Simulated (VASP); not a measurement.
# WC (Qusongite) with PBEsol: from relaxation to properties

Aim: relax WC (Qusongite), then compute properties on the relaxed cell. The steps: full relaxation (PBEsol), single point with fields (PBEsol), bands along the symmetry lines (PBEsol), density of states (PBEsol), zone-centre phonons (PBEsol), volume scan with PBEsol, fit for PBEsol and relaxing the atoms (PBEsol), changed input. Left out of this account: 1 further run (relaxation: it shows nothing beyond the runs told). The start is a cell from a database of measured crystal structures.

Program: VASP 6.6.1. Level of theory: PBEsol; plane waves and PAW (W, C). Results are calculated unless marked as measured.

## (1) Starting point

Before any relaxation, the start is as follows. Symmetry: P-6m2, No. 187, hexagonal system. Conventional cell: a = 2.907 Å, b = 2.907 Å, c = 2.837 Å, α = 90.00°, β = 90.00°, γ = 120.00°. Nearest to W lie 6 C at 2.20 Å. Nearest to C lie 6 W at 2.20 Å. Farther neighbours are not listed.

As a file:

```xyz
2
Lattice="2.9065 0.0000 0.0000 -1.4532 2.5171 0.0000 0.0000 0.0000 2.8366" Properties=species:S:1:pos:R:3 pbc="T T T"
W     0.0000    0.0000    0.0000
C     1.4533    0.8390    1.4183
```

## (2) Full relaxation (PBEsol)

The start need not lie at this functional's minimum. ISIF = 3 frees volume, shape and positions, and EDIFFG sets the threshold on forces and stress at which the search stops. PBEsol restores the gradient expansion of exchange and is tuned for the cells of solids.

INCAR

```
SYSTEM = WC
PREC = Accurate
ENCUT = 520
EDIFF = 1E-06
NELM = 100
ISMEAR = 0
SIGMA = 0.05
LREAL = .FALSE.
ALGO = Normal
GGA = PS
NBANDS = 11
LORBIT = 11
LWAVE = .FALSE.
LCHARG = .FALSE.
KPAR = 2
IBRION = 2
NSW = 60
ISIF = 3
EDIFFG = -0.01
```

POSCAR

```
WC
1.0
    2.9065000000      0.0000000000      0.0000000000
   -1.4532500000      2.5171028361      0.0000000000
    0.0000000000      0.0000000000      2.8366000000
W C
1 1
Direct
    0.0000000000      0.0000000000      0.0000000000
    0.6666666667      0.3333333333      0.5000000000
```

KPOINTS

```
Automatic mesh
0
Gamma
9 9 8
0 0 0
```

PAW data sets: W and C (PBE family, release 64).

Run with:

```
> mpirun -np 2 vasp_std
```

The log of the run:

```text
[banner, memory and clock lines left out]
running    2 mpi-ranks, on    1 nodes
 distrk:  each k-point on    1 cores,    2 groups
 distr:  one band on    1 cores,    1 groups

 POSCAR found type information on POSCAR W C
 POSCAR found :  2 types and       2 ions
|                                                                             |
|               ----> ADVICE to this user running VASP <----                  |
|                                                                             |
|     You enforced a specific xc type in the INCAR file but a different       |
|     [... a line on the potential file left out ...]
|     I HOPE YOU KNOW WHAT YOU ARE DOING!                                     |
|                                                                             |

 LDA part: xc-table for (Slater+PW92), standard interpolation
 POSCAR, INCAR and KPOINTS ok, starting setup
 FFT: planning ... GRIDC
 FFT: planning ... GRID_SOFT
 FFT: planning ... GRID
 WAVECAR not read
 entering main loop
       N       E                     dE             d eps       ncg     rms          rms(c)
DAV:   1     0.210326178934E+02    0.21033E+02   -0.50212E+03  1320   0.821E+02
DAV:   2    -0.250499407418E+02   -0.46083E+02   -0.43811E+02  1558   0.196E+02
DAV:   3    -0.269480844547E+02   -0.18981E+01   -0.18764E+01  1617   0.334E+01
DAV:   4    -0.269589561091E+02   -0.10872E-01   -0.10868E-01  1481   0.294E+00
DAV:   5    -0.269590017649E+02   -0.45656E-04   -0.45656E-04  1576   0.192E-01    0.345E+01
DAV:   6    -0.241126605535E+02    0.28463E+01   -0.12664E+01  1583   0.217E+01    0.115E+01
DAV:   7    -0.240276863905E+02    0.84974E-01   -0.63115E-01  1347   0.624E+00    0.842E+00
DAV:   8    -0.239871610241E+02    0.40525E-01   -0.11614E-01  1449   0.250E+00    0.206E+00
DAV:   9    -0.239804072139E+02    0.67538E-02   -0.19285E-02  1413   0.872E-01    0.136E-01
DAV:  10    -0.239803158717E+02    0.91342E-04   -0.93574E-04  1515   0.267E-01    0.155E-01
DAV:  11    -0.239803082404E+02    0.76312E-05   -0.79038E-05  1667   0.600E-02    0.677E-03
DAV:  12    -0.239803056205E+02    0.26199E-05   -0.41228E-06  1371   0.145E-02    0.138E-02
DAV:  13    -0.239803056995E+02   -0.78967E-07   -0.20328E-07   729   0.477E-03
   1 F= -.23980306E+02 E0= -.23980093E+02  d E =-.239803E+02
 curvature:   0.00 expect dE= 0.000E+00 dE for cont linesearch  0.000E+00
 trial: gam= 0.00000 g(F)=  0.473E-49 g(S)=  0.184E-01 ort = 0.000E+00 (trialstep = 0.100E+01)
 search vector abs. value=  0.184E-01
 bond charge predicted
       N       E                     dE             d eps       ncg     rms          rms(c)
DAV:   1    -0.239723945085E+02    0.79111E-02   -0.61243E-01  1326   0.647E+00    0.288E+00
DAV:   2    -0.239646101001E+02    0.77844E-02   -0.60431E-03  1548   0.681E-01    0.151E+00
DAV:   3    -0.239616622165E+02    0.29479E-02   -0.54360E-03  1482   0.555E-01    0.480E-02
DAV:   4    -0.239616692301E+02   -0.70136E-05   -0.70815E-05  1494   0.619E-02    0.290E-02
DAV:   5    -0.239616748894E+02   -0.56593E-05   -0.16347E-05  1546   0.257E-02    0.123E-02
DAV:   6    -0.239616746312E+02    0.25820E-06   -0.39202E-07   828   0.524E-03
   2 F= -.23961675E+02 E0= -.23961392E+02  d E =0.186311E-01
[...]
3 F= -.23982665E+02 E0= -.23982410E+02  d E =-.235942E-02
[...]
4 F= -.23982665E+02 E0= -.23982410E+02  d E =-.235938E-02
[...]
5 F= -.23982666E+02 E0= -.23982422E+02  d E =-.985931E-06
 trial-energy change:   -0.000001  1 .order   -0.000001   -0.000027    0.000025
 step:   0.4417(harm=  0.4417)  dis= 0.00000  next Energy=   -23.982672 (dE=-0.700E-05)
 bond charge predicted
       N       E                     dE             d eps       ncg     rms          rms(c)
DAV:   1    -0.239826750545E+02   -0.87831E-05   -0.24079E-04  1323   0.118E-01    0.757E-03
DAV:   2    -0.239826727797E+02    0.22748E-05   -0.52272E-06  1550   0.183E-02    0.495E-03
DAV:   3    -0.239826721322E+02    0.64749E-06   -0.76487E-07   771   0.622E-03
   6 F= -.23982672E+02 E0= -.23982422E+02  d E =-.705396E-05
 curvature:  -0.22 expect dE=-0.883E-06 dE for cont linesearch -0.430E-07
 trial: gam= 0.11234 g(F)=  0.132E-47 g(S)=  0.396E-05 ort =-0.249E-05 (trialstep = 0.770E+00)
 search vector abs. value=  0.380E-05
 reached required accuracy - stopping structural energy minimisation
```

Wall time 16 s (2 MPI ranks of Intel Xeon Platinum 8488C (Sapphire Rapids), shared host); peak memory 0.29 GiB; 30 s of CPU time.

Lines that name or quote the potential files are left out of all logs, and their timing lines are given in words.

From OUTCAR (step 2):

```text
ion  position               nearest neighbor table
   1  0.000  0.000  0.000-   2 2.20   2 2.20   2 2.20   2 2.20   2 2.20   2 2.20
   2  0.667  0.333  0.500-   1 2.20   1 2.20   1 2.20   1 2.20   1 2.20   1 2.20

  LATTYP: Found a hexagonal cell.
 ALAT       =     2.9065000000
 C/A-ratio  =     0.9759504559

 Subroutine GETGRP returns: Found 12 space group operations
 (whereof 12 operations were pure point group operations)

The static configuration has the point symmetry D_3h.

 Found     60 irreducible k-points:

   k-points           NKPTS =     60   k-points in BZ     NKDIM =     60   number of bands    NBANDS=     11

   dimension x,y,z NGX =    24 NGY =   24 NGZ =   24
   dimension x,y,z NGXF=    48 NGYF=   48 NGZF=   48

   ENCUT  =  520.0 eV  38.22 Ry    6.18 a.u.   5.40  5.40  5.27*2*pi/ulx,y,z

   NELECT =      10.0000    total number of electrons

 k-points in reciprocal lattice and weights: Automatic mesh
   0.00000000  0.00000000  0.00000000       0.002
   0.11111111  0.00000000  0.00000000       0.009
   0.22222222  0.00000000  0.00000000       0.009
   0.33333333  0.00000000  0.00000000       0.009
   0.44444444  0.00000000  0.00000000       0.009
   0.11111111  0.11111111  0.00000000       0.009
   0.22222222  0.11111111  0.00000000       0.019
   0.33333333  0.11111111  0.00000000       0.019
   0.44444444  0.11111111  0.00000000       0.009
[...]
0.33333333  0.22222222  0.50000000       0.019
   0.33333333  0.33333333  0.50000000       0.003

 average (electrostatic) potential at core
       1 -36.9160       2 -46.2183

 E-fermi :   8.2996

 k-point     1 :       0.0000    0.0000    0.0000
  band No.  band energies     occupation
      1      -6.2218      2.00000
      2       3.8951      2.00000
      3       4.9143      2.00000
      4       4.9143      2.00000
      5       8.4326      0.00017
      6      11.5109      0.00000
      7      11.5109      0.00000
      8      14.0100      0.00000
      9      14.0100      0.00000
    ...

 k-point     2 :       0.1111    0.0000    0.0000
  band No.  band energies     occupation
      1      -5.9107      2.00000
      2       3.9019      2.00000
      3       4.5917      2.00000
      4       5.2197      2.00000
      5       7.5643      2.00000
      6      11.3955      0.00000
      7      12.4783      0.00000
      8      13.3856      0.00000
      9      13.7901      0.00000
     10      15.8186      0.00000
    ...

 k-point     3 :       0.2222    0.0000    0.0000
  band No.  band energies     occupation
      1      -5.0626      2.00000
      2       2.9896      2.00000
      3       4.8893      2.00000
      4       6.0383      2.00000
      5       6.2454      2.00000
      6      11.1160      0.00000
      7      12.2575      0.00000
      8      13.3303      0.00000
      9      13.9462      0.00000
     10      17.5539      0.00000
    ...

  Total        0.0079789      0.0079789      0.0060572      0.0000000      0.0000000      0.0000000
  in kB        0.6218577      0.6218577      0.4720819      0.0000000      0.0000000      0.0000000
  external PRESSURE =       0.5719324 kB  Pullay stress =       0.0000000 kB

  energy-cutoff  :      520.00
  volume of cell :       20.56
      direct lattice vectors                 reciprocal lattice vectors
     2.897260595 -0.000000000 -0.000000000     0.345153626  0.199274539  0.000000000
    -1.448630297  2.509101276  0.000000000     0.000000000  0.398549078  0.000000000
    -0.000000000 -0.000000000  2.827859877    -0.000000000 -0.000000000  0.353624311

 POSITION                                       TOTAL-FORCE (eV/Angst)
 -----------------------------------------------------------------------------------
      0.00000      0.00000      0.00000        -0.000000      0.000000      0.000000
      1.44863      0.83637      1.41393         0.000000     -0.000000      0.000000
 -----------------------------------------------------------------------------------
    total drift:                               -0.000000      0.000000      0.000000

  FREE ENERGIE OF THE ION-ELECTRON SYSTEM (eV)
  ---------------------------------------------------
  free  energy   TOTEN  =       -23.9826721322 eV

  energy  without entropy=      -23.9821716167  energy(sigma->0) =      -23.98242187

 reached required accuracy - stopping structural energy minimisation

 total charge
# of ion       s       p       d       tot
------------------------------------------
    1        0.628   0.898   4.414   5.940
    2        0.850   1.564   0.000   2.414
--------------------------------------------------
tot          1.478   2.462   4.414   8.354

[... 3 further parts left out ...]
```

The k-mesh is coarse for a metal. The PAW data sets were made with PBE, which is usual practice but a small mismatch for other functionals. The data set W keeps the semicore shell frozen, which is cheaper and a little less accurate. The run keeps the 12 symmetry operations of its start, so it cannot find a distortion of lower symmetry.

The steps of the relaxation:

```csv
step,energy less that of the first step (eV),largest force (eV/Å),pressure (GPa),volume (Å³)
1,0.0000,0.0000,-3.89,20.75
2,0.0186,0.0000,12.36,20.01
3,-0.0024,0.0000,-0.04,20.56
4,-0.0024,0.0000,0.02,20.56
5,-0.0024,0.0000,0.06,20.56
6,-0.0024,0.0000,0.06,20.56
```

```
conventional cell, symmetrised  before  after  change
                         a (Å)   2.907  2.897  -0.3 %
                         b (Å)   2.907  2.897  -0.3 %
                         c (Å)   2.837  2.828  -0.3 %
              volume (Å³/atom)   10.38  10.28  -0.9 %
```

Final coordinates:

```cif
data_structure
_symmetry_space_group_name_H-M 'P 1'
_symmetry_Int_Tables_number 1
_cell_length_a 2.8973
_cell_length_b 2.8973
_cell_length_c 2.8279
_cell_angle_alpha 90.000
_cell_angle_beta 90.000
_cell_angle_gamma 120.000
_cell_volume 20.56
loop_
_atom_site_label
_atom_site_type_symbol
_atom_site_fract_x
_atom_site_fract_y
_atom_site_fract_z
_atom_site_occupancy
W1 W 0.00000 0.00000 0.00000 1
C2 C 0.66667 0.33333 0.50000 1
```

This step gave:

| Quantity | Value |
| --- | --- |
| electrons | 10 |
| bands | 11 |
| irreducible k-points | 60 |
| symmetry operations | 12 |
| free energy (TOTEN) | -23.98 eV |
| energy at zero smearing | -23.98 eV |
| Fermi energy | 8.300 eV |
| pressure | 0.05719 GPa |
| metallic | yes |
| SCF cycles over all ionic steps | 33 |

It ends with forces that vanish by symmetry and a pressure of 0.06 GPa. The volume lies -0.9 % from that of the database's start, which holds the thermal and zero-point expansion of its experiment.

[end of part 1 of 5]

[Lines on the potential files, build, host, timing and source positions are cut from VASP's logs without a mark.]

[Logs are printed without paths, hosts, clocks, repeated set-up lines and the standing remarks that a program may print on its own settings, such as how far it seeks lower states.]

[Hosts, paths, dates, database ids (printed as entryN), source tags and the programs' standing remarks are cut or masked in the printed files.]

[A measured line is paired with the nearest computed mode of its activity, which favours agreement.]
